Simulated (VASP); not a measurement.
Crystal: Ta.

```
CELL_PARAMETERS angstrom
-1.64077 1.64077 1.64077
1.64077 -1.64077 1.64077
1.64077 1.64077 -1.64077
ATOMIC_POSITIONS crystal
Ta 0.00000 0.00000 0.00000
```

Base run:

| Property | Result |
| --- | --- |
| Program | VASP 6.6.1 |
| Functional | PBEsol |
| Potentials or basis | VASP PAW PBE potentials, release 64 (Ta_pv) |
| Cutoff | 900 eV |
| k mesh | 18 × 18 × 18 |
| Occupations | gaussian, width 0.1 eV |
| Spin | no spin polarisation |

Its results: band gap on the k mesh none (metal or under the smearing width); pressure 0.0 GPa.

Problem. After a change of settings the same cell gave: band gap on the k mesh none (metal or under the smearing width); pressure 0.9 GPa. Which change was it?
A. cutoff from 900 eV to 520 eV; occupations from gaussian, width 0.1 eV to gaussian, width 0.5 eV
B. functional from PBEsol to r2SCAN; cutoff from 900 eV to 520 eV
C. cutoff from 900 eV to 700 eV

Solution. A.

Caveats: the PAW data sets were made with another functional, which shifts forces and pressure a little.

Not every run made on this cell is shown here.
